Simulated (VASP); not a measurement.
# HfV2: single point with LDA

HfV2:

```xyz
6
Lattice="0.0000 3.6935 3.6935 3.6935 0.0000 3.6935 3.6935 3.6935 0.0000" Properties=species:S:1:pos:R:3 pbc="T T T"
Hf    3.6935    3.6935    3.6935
Hf    5.5402    5.5402    5.5402
V     0.9234    0.9234    0.9234
V     0.9234    2.7701    2.7701
V     2.7701    2.7701    0.9234
V     2.7701    0.9234    2.7701
```

```
Program             : VASP 6.6.1
Task                : single point
Functional          : LDA
Potentials or basis : VASP PAW LDA potentials, release 64 (Hf_pv, V_sv)
Cutoff              : 520 eV
k mesh              : 6 × 6 × 6
Occupations         : fermi-dirac, width 0.05 eV
Spin                : collinear spin, zero start
Starting moments    : [0.0, 0.0, 0.0, 0.0, 0.0, 0.0] μB
```

| Item | Value |
| --- | --- |
| Pressure | -14.0 GPa |
| Band gap on the k mesh | none (metal or under the smearing width) |
| Net moment | 0.00 μB per cell |
| Valence electrons inside the program's atomic spheres | Hf 8.35; V 11.63 |

Levels at points of the mesh, in eV from the Fermi level:
Spin up:
```
           k point  band 34  band 35  band 36  band 37  band 38  band 39
(0.00, 0.00, 0.00)    -0.29     0.46     0.46     0.46     1.58     1.58
(0.50, 0.00, 0.00)    -0.24    -0.24    -0.01     0.03     0.03     1.97
(0.50, 0.50, 0.00)    -0.37    -0.32    -0.32    -0.04    -0.04     0.60
```
Spin down:
| k point | band 33 | band 34 | band 35 | band 36 | band 37 | band 38 | band 39 | band 40 |
| --- | --- | --- | --- | --- | --- | --- | --- | --- |
| (0.00, 0.00, 0.00) | -0.29 | -0.29 | 0.46 | 0.46 | 0.46 | 1.58 | 1.58 | 1.58 |
| (0.50, 0.00, 0.00) | -0.27 | -0.24 | -0.24 | -0.01 | 0.03 | 0.03 | 1.97 | 1.97 |
| (0.50, 0.50, 0.00) | -0.37 | -0.37 | -0.32 | -0.32 | -0.04 | -0.04 | 0.60 | 0.60 |

Wall time 2.1 min on 1 thread of Intel(R) Xeon(R) 6975P-C (Granite Rapids) (shared host), peak memory 0.28 GiB.

Spin-orbit coupling is left out, which matters for the levels of Hf.
